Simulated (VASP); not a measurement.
All values below come from PBE GGA, VASP's PBE PAW potentials (set 64) (plane waves; VASP 6.6.1).

Input for VASP

File POSCAR:
```
Ga4As3P
1
    5.6817630111     0.0000000000    -0.0000000000
    0.0000000000     5.6817630111     0.0000000000
   -0.0000000000    -0.0000000000     5.6817630111
Ga P As
4 1 3
Direct
  0.0047694185   0.0047694185   0.0047694185
  0.4952305815   0.4952305815   0.0047694185
  0.4952305815   0.0047694185   0.4952305815
  0.0047694185   0.4952305815   0.4952305815
  0.2500000000   0.2500000000   0.2500000000
  0.7500000000   0.7500000000   0.2500000000
  0.7500000000   0.2500000000   0.7500000000
  0.2500000000   0.7500000000   0.7500000000
```

**INCAR**
```
# general
SYSTEM  = Ga4As3P
PREC    = Accurate
ENCUT   = 400   # plane-wave cut-off (eV)
LREAL   = F   # projection in real space or not
LASPH   = T

# electronic loop
EDIFF   = 1E-6   # SCF stop (eV)
NELM    = 100   # most electronic steps
ALGO    = Normal   # blocked Davidson
LMAXMIX = 4

# smearing
ISMEAR  = 0   # Gaussian
SIGMA   = 0.05

# functional
GGA     = PE

# output
LWAVE   = F
LCHARG  = T
```

**KPOINTS**
```
Automatic mesh
0
gamma
  4 4 4
0 0 0
```

POTCAR, in this order: Ga_d P As (PBE.64 set). Program: vasp_std.

The resulting files:

OSZICAR:
```
       N       E                     dE             d eps       ncg     rms          rms(c)
DAV:   1     0.564622738297E+03    0.56462E+03   -0.29086E+04   900   0.205E+03
DAV:   2     0.575951431446E+02   -0.50703E+03   -0.49465E+03   916   0.521E+02
DAV:   3    -0.296770050817E+02   -0.87272E+02   -0.83371E+02  1018   0.160E+02
DAV:   4    -0.343992561673E+02   -0.47223E+01   -0.46927E+01  1009   0.390E+01
DAV:   5    -0.345816553788E+02   -0.18240E+00   -0.18201E+00  1069   0.729E+00    0.645E+00
DAV:   6    -0.339343848295E+02    0.64727E+00   -0.13991E+00  1201   0.121E+01    0.368E+00
DAV:   7    -0.338699838043E+02    0.64401E-01   -0.64261E-01  1031   0.319E+00    0.136E+00
DAV:   8    -0.338743586104E+02   -0.43748E-02   -0.12418E-01  1132   0.354E+00    0.226E-01
DAV:   9    -0.338737450808E+02    0.61353E-03   -0.18638E-02  1113   0.174E+00    0.974E-02
DAV:  10    -0.338743386571E+02   -0.59358E-03   -0.32433E-03   962   0.403E-01    0.529E-02
DAV:  11    -0.338745541336E+02   -0.21548E-03   -0.55703E-04  1068   0.161E-01    0.389E-02
DAV:  12    -0.338745944677E+02   -0.40334E-04   -0.99744E-05  1112   0.482E-02    0.118E-02
DAV:  13    -0.338746017921E+02   -0.73244E-05   -0.18751E-05   999   0.327E-02    0.344E-03
DAV:  14    -0.338746025876E+02   -0.79541E-06   -0.21439E-06   768   0.162E-02
   1 F= -.33874603E+02 E0= -.33874603E+02  d E =-.331737E-11
```

OUTCAR:
```
------------------------ aborting loop because EDIFF is reached ----------------------------------------
  FORCE on cell =-STRESS in cart. coord.  units (eV):
  Direction    XX          YY          ZZ          XY          YZ          ZX
  --------------------------------------------------------------------------------------
  Total       -0.0546372     -0.0546372     -0.0546372     -0.0000000      0.0000000     -0.0000000
  in kB       -0.4772538     -0.4772538     -0.4772538     -0.0000000      0.0000000     -0.0000000
  external PRESSURE =      -0.4772538 kB  Pullay stress =       0.0000000 kB
  volume of cell :      183.42
      direct lattice vectors                 reciprocal lattice vectors
     5.681763011  0.000000000  0.000000000     0.176001709  0.000000000  0.000000000
     0.000000000  5.681763011  0.000000000     0.000000000  0.176001709  0.000000000
     0.000000000  0.000000000  5.681763011     0.000000000  0.000000000  0.176001709
 POSITION                                       TOTAL-FORCE (eV/Angst)
 -----------------------------------------------------------------------------------
      0.02710      0.02710      0.02710        -0.004241     -0.004241     -0.004241
      2.81378      2.81378      0.02710         0.004241      0.004241     -0.004241
      2.81378      0.02710      2.81378         0.004241     -0.004241      0.004241
      0.02710      2.81378      2.81378        -0.004241      0.004241      0.004241
      1.42044      1.42044      1.42044         0.000000     -0.000000      0.000000
      4.26132      4.26132      1.42044         0.000000     -0.000000     -0.000000
      4.26132      1.42044      4.26132         0.000000     -0.000000      0.000000
      1.42044      4.26132      4.26132         0.000000     -0.000000     -0.000000
 -----------------------------------------------------------------------------------
    total drift:                               -0.000000     -0.000000      0.000000
  FREE ENERGIE OF THE ION-ELECTRON SYSTEM (eV)
  ---------------------------------------------------
  free  energy   TOTEN  =       -33.8746025876 eV

  energy  without entropy=      -33.8746025876  energy(sigma->0) =      -33.87460259
```
(Selected blocks of OUTCAR.)

The structure was generated: Ga4As3P was put into an ordered model structure (P-43m), which need not be its known phase. It was relaxed first.
